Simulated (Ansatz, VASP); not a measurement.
# Hf5C6 (HfC(111), C ends): VASP beside Ansatz, part 2 of 2

One calculation is typed for both programs; each brings its own data sets and cutoff. How far apart do they land?

VASP 6.6.1 and Ansatz 0.2.0.

So far: The structure; VASP: single point, PBEsol.

### Step 3. Ansatz: single point, PBEsol

Level of this step: Ansatz beside VASP: Kohn-Sham DFT, plane waves, PBEsol (Ansatz).

Ansatz runs on its default PAW (the set named soft_2) files.

The same cell, functional, mesh and smearing now go to Ansatz, which takes its cutoff from its data sets.

input.yaml

```yaml
crystal:
  lattice:
    - [3.273904397, 0.0, 0.0]
    - [-1.636952198, 2.835284377, 0.0]
    - [0.0, 0.0, 29.365658732]
  atoms:
    - { symbol: C, position: [0.0, 0.0, 0.2798137977] }
    - { symbol: C, position: [0.666666667, 0.333333333, 0.3644369081] }
    - { symbol: C, position: [0.333333333, 0.666666667, 0.4546417266] }
    - { symbol: C, position: [0.0, 0.0, 0.5453582734] }
    - { symbol: C, position: [0.666666667, 0.333333333, 0.6355630919] }
    - { symbol: C, position: [0.333333333, 0.666666667, 0.7201862023] }
    - { symbol: Hf, position: [0.333333333, 0.666666667, 0.3184814057] }
    - { symbol: Hf, position: [0.0, 0.0, 0.4095926207] }
    - { symbol: Hf, position: [0.666666667, 0.333333333, 0.5] }
    - { symbol: Hf, position: [0.333333333, 0.666666667, 0.5904073793] }
    - { symbol: Hf, position: [0.0, 0.0, 0.6815185943] }
hamiltonian:
  xc: pbesol
  pseudopotentials: { kind: paw }
kpoints:
  mp_grid: { grid: [12, 12, 1] }
scf:
  occupations: { method: methfessel_paxton, width: 0.1 }
  n_extra_bands: 6
efield:
  axis: 3
  dipole_correction: true
  ramp_width: 0.04
output:
  forces: true
  eigenvalues: true
  write_density: true
  write_potential: true
  elf: true
  volumetric_format: npy
```

The run is started by

```console
ansatz run input.yaml --threads 4 --pin off --max-ram 18432MiB --backend cpu --events-out ev --progress --plain --runs-dir out
```

Numbers of over 12 decimals in the logs are rounded to 6 here.

Log:

```text
scf.n_extra_bands = 6 over 77 filled bands (N_el = 154.0): the run solves 83 bands
Engine: ansatz 0.2.0, aarch64-unknown-linux-gnu
Pseudopotentials: kind: paw
Pseudopotential: C, paw, valence charge 4, recommended cutoff 420 eV (normal), C.paw.azcp
Pseudopotential: Hf, paw, valence charge 26, recommended cutoff 420 eV (normal), Hf.paw.azcp
Functional definition: PBEsol
  exchange = pbesol_x
  correlation = pbesol_c
Crystal: 11 atoms, lattice volume = 272.585 Å³
Basis set: ecut = 420 eV, 5415 PW (Γ), exchange–correlation on 48×48×400 points (8 copies of the dense FFT grid, shifted against one another)
Bands: 83, of which v1, the nominal top of the filled ones, is band 77 counted from 1 (76 counted from 0)
Symmetry: 6 space group operations
k-points: 19 of 144 (time reversal used)
Non-local potential: C, projectors of the file, l = 0: 2, l = 1: 2, l = 2: 1
Non-local potential: Hf, projectors of the file, l = 0: 3, l = 1: 2, l = 2: 2, l = 3: 3
PAW form: soft (Blöchl's): semilocal exchange-correlation on the pseudo side does not see the compensation charge
PAW frozen core: C, regenerated for the run's functional, and the local potential with it (the file was generated under x = pbe(κ = 0.804, μ = 0.219515), c = pbe(β = 0.066725))
PAW frozen core: Hf, regenerated for the run's functional, and the local potential with it (the file was generated under x = pbe(κ = 0.804, μ = 0.219515), c = pbe(β = 0.066725))
PAW one-centre angular grid: C, 110 points (default); XC on 64 Gauss nodes
PAW one-centre angular grid: Hf, 590 points (default); XC on 64 Gauss nodes
Initial density: superposition of atomic densities (neutral atoms: chi_scale 0, normalization atom), corrected by the library's trained network
Initial wavefunctions: pseudopotential atomic-orbital guess
Functional: x = pbesol(κ = 0.804, μ = 0.123457), c = pbesol(β = 0.046)
SCF iter   1: F=—  HF=-79471.542835 eV  |F-HF|=—  |Δ(HF+E_count)|=         —  Δρ=1.02e-2  dr2=2.06e0  ethr=1.77e-3  p=0.000 e·Å  D=1.58e-13 V/Å  ΔV_dip=-0.00 eV  dr2_dipole=2.03e-6  V_vac-E_F(+/−)=6.82/6.82 eV  ⟨swp⟩=7.2  Hψ=6898  notcnv=0
efield: sawtooth ramp at fractional position 0.9800 (placed from the atoms, in the widest stretch of the axis that holds none; the zero of the levels goes with the place), width 0.0400; the density the first Hamiltonian is built on has a dipole p = 0.000 e·Å; the dipole correction subtracts the counter field D = 1.58e-13 V/Å, which shifts the + side's vacuum level by -0.00 eV against the − side's; the planar-averaged density in the ramp window peaks in size at 2.4e-5 e/Å³
preconditioner: auto → LDOS  [metal: Δε(μ)=0.031 eV  Ē_g=14.465 eV  σ=0.100 eV  W_gap=0.25  n_scr=88 (ndim 8)  ℏωp=27.0 eV  f_vac=0.483  D(μ)=10.24/eV (n_scr^D=102)  β→1.0]
SCF iter   2: F=—  HF=-79471.468682 eV  |F-HF|=—  |Δ(HF+E_count)|=   7.42e-2  S|Δr|=    0.00e0  Δρ=5.04e-3  dr2=1.55e-1  ethr=1.33e-3  p=-0.000 e·Å  D=-1.19e-5 V/Å  ΔV_dip=0.00 eV  dr2_dipole=2.55e-6  V_vac-E_F(+/−)=6.78/6.78 eV  ⟨swp⟩=2.1  Hψ=2190  notcnv=0  defer=5
SCF iter   3: F=—  HF=-79471.454905 eV  |F-HF|=—  |Δ(HF+E_count)|=   1.38e-2  S|Δr|=    0.00e0  Δρ=2.06e-3  dr2=4.98e-2  ethr=1.01e-4  p=-0.000 e·Å  D=-2.80e-6 V/Å  ΔV_dip=0.00 eV  dr2_dipole=2.67e-7  V_vac-E_F(+/−)=6.79/6.79 eV  ⟨swp⟩=2.1  Hψ=2295  notcnv=0  defer=5
SCF iter   4: F=—  HF=-79471.451684 eV  |F-HF|=—  |Δ(HF+E_count)|=   3.22e-3  S|Δr|=    0.00e0  Δρ=1.19e-3  dr2=1.08e-2  ethr=3.24e-5  p=0.000 e·Å  D=3.97e-8 V/Å  ΔV_dip=-0.00 eV  dr2_dipole=2.49e-8  V_vac-E_F(+/−)=6.84/6.84 eV  ⟨swp⟩=2.1  Hψ=2316  notcnv=0  defer=5
SCF iter   5: F=—  HF=-79471.450299 eV  |F-HF|=—  |Δ(HF+E_count)|=   1.39e-3  S|Δr|=    0.00e0  Δρ=5.04e-4  dr2=2.45e-3  ethr=6.98e-6  p=0.000 e·Å  D=1.14e-6 V/Å  ΔV_dip=-0.00 eV  dr2_dipole=2.53e-10  V_vac-E_F(+/−)=6.85/6.85 eV  ⟨swp⟩=2.2  Hψ=2390  notcnv=0  defer=5
SCF iter   6: F=—  HF=-79471.449930 eV  |F-HF|=—  |Δ(HF+E_count)|=   3.69e-4  S|Δr|=    0.00e0  Δρ=2.85e-4  dr2=5.31e-4  ethr=1.59e-6  p=0.000 e·Å  D=1.18e-6 V/Å  ΔV_dip=-0.00 eV  dr2_dipole=4.91e-9  V_vac-E_F(+/−)=6.86/6.86 eV  ⟨swp⟩=2.3  Hψ=2329  notcnv=0  defer=5
SCF iter   7: F=—  HF=-79471.449886 eV  |F-HF|=—  |Δ(HF+E_count)|=   4.36e-5  S|Δr|=    0.00e0  Δρ=1.85e-4  dr2=1.76e-4  ethr=3.45e-7  p=0.000 e·Å  D=8.19e-7 V/Å  ΔV_dip=-0.00 eV  dr2_dipole=1.68e-9  V_vac-E_F(+/−)=6.87/6.87 eV  ⟨swp⟩=2.2  Hψ=2379  notcnv=0  defer=5
SCF iter   8: F=—  HF=-79471.449884 eV  |F-HF|=—  |Δ(HF+E_count)|=   1.83e-6  S|Δr|=    0.00e0  Δρ=1.00e-4  dr2=4.21e-5  ethr=1.14e-7  p=0.000 e·Å  D=2.50e-7 V/Å  ΔV_dip=-0.00 eV  dr2_dipole=2.27e-9  V_vac-E_F(+/−)=6.87/6.87 eV  ⟨swp⟩=2.1  Hψ=2015  notcnv=0  defer=5
SCF iter   9: F=—  HF=-79471.449553 eV  |F-HF|=—  |Δ(HF+E_count)|=   3.31e-4  S|Δr|=    0.00e0  Δρ=4.65e-5  dr2=1.27e-5  ethr=2.74e-8  p=-0.000 e·Å  D=-9.36e-8 V/Å  ΔV_dip=0.00 eV  dr2_dipole=3.48e-9  V_vac-E_F(+/−)=6.87/6.87 eV  ⟨swp⟩=2.2  Hψ=2704  notcnv=0  defer=5
SCF iter  10: F=—  HF=-79471.449553 eV  |F-HF|=—  |Δ(HF+E_count)|=   1.41e-7  S|Δr|=    0.00e0  Δρ=1.77e-5  dr2=9.92e-7  ethr=8.22e-9  p=-0.000 e·Å  D=-1.19e-7 V/Å  ΔV_dip=0.00 eV  dr2_dipole=5.04e-11  V_vac-E_F(+/−)=6.87/6.87 eV  ⟨swp⟩=2.3  Hψ=2786  notcnv=0  defer=5
SCF iter  11: F=-79471.449554 eV  HF=-79471.449554 eV  |F-HF|=4.75e-8  |Δ(HF+E_count)|=   6.42e-7  S|Δr|=    0.00e0  Δρ=5.39e-6  dr2=8.92e-8  ethr=1.00e-12  p=-0.000 e·Å  D=-8.73e-8 V/Å  ΔV_dip=0.00 eV  dr2_dipole=7.02e-10  V_vac-E_F(+/−)=6.86/6.86 eV  ⟨swp⟩=8.3  Hψ=29435  notcnv=0
SCF 1 converged in 11 iterations: F = -79471.449554 eV  dr2 = 8.92e-8
  Residual-converged pass: ⟨swp⟩=4.6  Hψ=2634  notcnv=0  max |occ|·‖R‖ = 7.1e-9 eV (tolerance 1.0e-8 eV)  dr2=8.92e-8  dr2_onsite=4.24e-8  max |Δocc| = 3.2e-13
  greatest PAW one-centre occupation: 0.998 electrons in one spin orbital (limit 2), on the Hf atom at site 6 (counted from 0), in its partial waves of l = 3
WARN: The output density's exchange-correlation potential varies sharply where the density is thin. Do not read a vacuum level from v_tot or v_xc, or from such a field of the output density. On a cell that repeats whose density bears no net charge and no dipole along the vacuum's axis use v_es (v_loc + v_h of the components); under efield.dipole_correction with no amplitude use v_es + v_field, which holds any externa [...]
SCF converged after 11 iterations
Stability not checked: this state was not tested for a lower state beside it, because cold or Methfessel-Paxton smearing, or corrected tetrahedra, fill the levels in a way that the test cannot read (fill_not_monotonic; see scf.lower_state_search)
Free energy (F): -79471.449554 eV
Harris-Foulkes:  -79471.449554 eV  (|F-HF|=4.75e-8)
Internal energy: -79471.438563 eV  (E = F + TS)
E sigma→0 (E₀):  -79471.446806 eV
Entropy (-TS):   -0.010990 eV (-0.999 meV/atom)
Fermi energy:    5.902098 eV
Dipole field:    D = 0.000030 V/Å  (p = 0.000046 e·Å, saw-weighted, corrected)
Work function:   Φ+ = 6.8648 eV   Φ− = 6.8657 eV
Levels:          The Fermi level and band energies are counted from a zero that moves with the ramp; work functions are not
--- Per-component energies (eV) ---
  E_band       = -1552.464515
  E_kinetic    = 2638.657041
  E_local      = -355099.337764  (includes V_loc(G=0)·N_el)
  E_nonlocal   = -6025.962715
  E_hartree    = 175782.587664
  E_xc         = -1774.705854
  E_vxc        = -1686.021103  (∫ρ·V_xc dr)
  E_paw        = -34607.751697  (= ΣΔE_a)
  E_vpaw       = 7054.951765  (= ΣTr[D̂ρ^β])
  E_aug_tail   = 0.000030  (compensation charges beyond the density's cutoff)
  E_efield     = 0.000000  (sawtooth field / dipole correction)
  E_vefield    = 0.000000  (∫n·V_field dr)
  E_ewald      = 139608.692671
  E_core_change = 6.382061  (= ΣΔE_core)
  E_smearing   = -0.010990  (= −TS)
  E_closure    = -0.000000  (closes the sum)
  Σ components = -79471.449554   (vs F -79471.449554, Δ=0.00e0)
--- Forces (eV/Å), atoms counted from 1 ---
  atom   1  C      0.00000000    -0.00000000     0.12876746
  atom   2  C      0.00000000    -0.00000000    -0.02752408
  atom   3  C      0.00000000    -0.00000000    -0.01374529
  atom   4  C     -0.00000000     0.00000000     0.01374633
  atom   5  C     -0.00000000     0.00000000     0.02752416
  atom   6  C     -0.00000000     0.00000000    -0.12875378
  atom   7  Hf     0.00000000    -0.00000000    -0.03175051
  atom   8  Hf     0.00000000    -0.00000000    -0.00545139
  atom   9  Hf     0.00000000    -0.00000000    -0.00000026
  atom  10  Hf    -0.00000000     0.00000000     0.00544718
  atom  11  Hf    -0.00000000     0.00000000     0.03173176
  max |Σ_I F_I| component: 8.43e-6 eV/Å
--- Band table (eV; the first three rows and the last of 19) ---
  k-point 0: bands = [... 73 lower, 5.5728, 6.1591, 6.1591, 6.7709, 7.0641, 7.0641, 7.5009, 7.5009, ... 2 higher]
  k-point 1: bands = [... 73 lower, 5.3534, 5.6736, 6.0848, 6.3067, 6.4537, 6.9421, 7.4469, 7.8512, ... 2 higher]
  k-point 2: bands = [... 73 lower, 4.8063, 4.9805, 5.8749, 5.9986, 6.0097, 6.3711, 7.0808, 7.9849, ... 2 higher]
  k-point 18: bands = [... 73 lower, 3.7523, 3.7745, 5.4153, 5.4153, 5.9310, 5.9310, 8.8784, 8.8877, ... 2 higher]
```

Wall time 44 s (4 threads of Arm Neoverse V1, shared host); peak memory 0.9 GiB.

### Step 4. Comparison

Known differences besides the PAW data sets themselves: the data sets hold 154 valence electrons in Ansatz (default PAW (the set named soft_2) files) and 84 in VASP; the cutoff is 420 eV in Ansatz and 400 eV in VASP (PREC = Normal, projectors in real space); Ansatz makes its cores anew for this functional, VASP keeps those of its PBE data sets. Total energies have different zeros and are not compared.

Both answers:

```csv
quantity,Ansatz,VASP,difference
"work function, lower of the two faces (eV)",6.86,6.87,0.00
"work function, higher of the two faces (eV)",6.87,6.87,0.00
```

At this near-relaxed geometry the largest component of a force difference is 108 meV/Å.

### Step 5. Further runs

The difference is large enough to ask for its cause, so further runs change the set-up of one program at a time, as the table lists.

```csv
run,r.m.s. force difference (meV/Å)
as above,28
"cores kept as stored, as VASP does, whose cores stay as stored",28
Ansatz's larger PAW set (cutoff 800 eV),28
norm-conserving potentials (cutoff 1116 eV),22
```

### Step 6. Outcome

```json
{
  "r.m.s. force difference (single point, PBEsol)": "28 meV/Å"
}
```

**Reading.** The r.m.s. force difference is 28 meV/Å (single point, PBEsol), beyond the 12 meV/Å picked in this series as the mark of a large difference. For single point, PBEsol: no further run halves the r.m.s. force difference; only Ansatz's side was varied, and Ansatz's runs with other potentials lie closer to each other than to VASP, which for this quantity points to VASP's side; this was not tested here. Differences of this kind measure data sets and numerical settings, not the functional's error against experiment.

[Lines on the potential files, build, host, timing and source positions are cut from VASP's logs without a mark.]

[Logs are printed without paths, hosts, clocks, repeated set-up lines and the standing remarks that a program may print on its own settings, such as how far it seeks lower states.]

[Hosts, paths, dates, database ids (printed as entryN), source tags and the programs' standing remarks are cut or masked in the printed files.]
